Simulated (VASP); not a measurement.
Data:

```
HfC
1.0
    0.00000     2.33874     2.35604
    2.38196     0.00000     2.35604
    2.38196     2.33874     0.00000
Hf C
1 1
Direct
  0.00000   0.00000   0.00000
  0.49095   0.50905   0.50905
```

Calculation: PBE GGA, VASP's PBE PAW potentials (set 64) (plane waves; VASP). Settings: 520 eV cut-off, 10×10×10 Γ-centred mesh, first-order Methfessel-Paxton smearing of 0.10 eV, potentials Hf_pv C.

Task: Which forces act on the atoms, in eV/Å?

Result: 
```tsv
atom	Fx	Fy	Fz
Hf1	0.217	0.000	0.000
C2	-0.217	0.000	0.000
```

Task: Give the stress tensor in GPa (positive for a compressed cell).

Result: 
```
-12.50    0.00    0.00
  0.00   -6.97    0.00
  0.00    0.00   -9.41
```
The pressure is its mean diagonal, -9.63 GPa.

The compound is HfC in the rock salt structure. The cell was not relaxed at this level, atoms are displaced from their ideal sites. The run is one of a series of settings (KPOINTS 10×10×10 Γ-centred mesh against the base run), some of them coarse on purpose.
